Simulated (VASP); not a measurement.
A run of VASP 6.6.1 is set up as follows.

File INCAR:

```
ALGO = Fast
EDIFF = 1E-6
ENCUT = 520
GGA = PE
ISIF = 2
ISMEAR = 0
LASPH = T
LCHARG = F
LREAL = F
LWAVE = F
NBANDS = 31
NELM = 100
PREC = Accurate
SIGMA = 0.05
```

File KPOINTS:

```
k-points
0
Gamma
  4 4 4
```

The input POSCAR:

```
SnGeSe3
1.0
    5.3178770365      0.0000000000      0.0000000000
    0.0000000000      5.3178770365      0.0000000000
    0.0000000000      0.0000000000      5.3178770365
Sn Ge Se
1 1 3
Direct
    0.0000000000      0.0000000000      0.0000000000
    0.5000000000      0.5000000000      0.5000000000
    0.5000000000      0.5000000000      0.0000000000
    0.5000000000      0.0000000000      0.5000000000
    0.0000000000      0.5000000000      0.5000000000
```

Potentials or basis: VASP PAW PBE potentials, release 64 (Sn_d, Ge_d, Se).

Command:

```sh
$ cat potpaw_PBE.64/Sn_d/POTCAR potpaw_PBE.64/Ge_d/POTCAR potpaw_PBE.64/Se/POTCAR > POTCAR
$ mpirun -np 1 vasp_std > vasp.out
```

Question: Estimate the pressure.

Answer: -5.5 GPa.

Question: Predict the band gap on the k mesh.

Answer: None (metal or under the smearing width).
